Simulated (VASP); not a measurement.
A VASP calculation is set up with these files.

### KPOINTS
```
Automatic
0
gamma
7 7 7
0 0 0
```

**POSCAR**
```
TlBr
1
    4.1053644230     0.0000000000     0.0000000000
    0.0000000000     4.1053644230     0.0000000000
    0.0000000000     0.0000000000     4.1053644230
Tl Br
1 1
Direct
  0.0000000000   0.0000000000   0.0000000000
  0.5000000000   0.5000000000   0.5000000000
```

**INCAR**
```
SYSTEM  =  TlBr
LMAXMIX  =  4   # l cut-off of mixed one-centre charges
GGA  =  PE
LORBIT  =  11
ALGO  =  Normal   # blocked Davidson
LASPH  =  T   # aspherical one-centre terms
ENCUT  =  520   # plane-wave cut-off (eV)
LREAL  =  F   # projection in real space or not
NELM  =  100
IVDW  =  11   # D3, zero damping
EDIFF  =  1E-7
ISMEAR  =  -5
PREC  =  Accurate
ISIF  =  2   # forces and stress, cell fixed
NEDOS  =  601
LWAVE  =  F
LCHARG  =  T
```

POTCAR, in this order: Tl_d Br (PBE.64 set). Program: vasp_std.

**Question.** Write an equivalent input for Quantum ESPRESSO's pw.x.

**Answer.** One equivalent input (not run):
```
&CONTROL
  calculation = 'scf'
  pseudo_dir = './pseudo'
  outdir = './out'
  tprnfor = .true.
  tstress = .true.
/
&SYSTEM
  ibrav = 0
  nat = 2
  ntyp = 2
  ecutwfc = 60.3
  occupations = 'tetrahedra'
  input_dft = 'pbe'
  vdw_corr = 'grimme-d3'
  dftd3_version = 3
  dftd3_threebody = .false.
/
&ELECTRONS
  conv_thr = 7.3e-09
  electron_maxstep = 100
/
ATOMIC_SPECIES
  Tl 204.380 Tl.upf
  Br 79.904 Br.upf
CELL_PARAMETERS angstrom
     4.1053644    0.0000000    0.0000000
     0.0000000    4.1053644    0.0000000
     0.0000000    0.0000000    4.1053644
ATOMIC_POSITIONS crystal
  Tl   0.0000000  0.0000000  0.0000000
  Br   0.5000000  0.5000000  0.5000000
K_POINTS automatic
  7 7 7 0 0 0
```
The two are equivalent in intent, not identical: the potentials are each code's own (VASP's PAW set, PseudoDojo norm-conserving files in pw.x), so ENCUT and ecutwfc are chosen apart and not converted; conv_thr bounds pw.x's estimated SCF error, while EDIFF bounds the energy change between steps.

The compound is TlBr in the CsCl type structure. It was relaxed first, which changed the volume by +9 %.
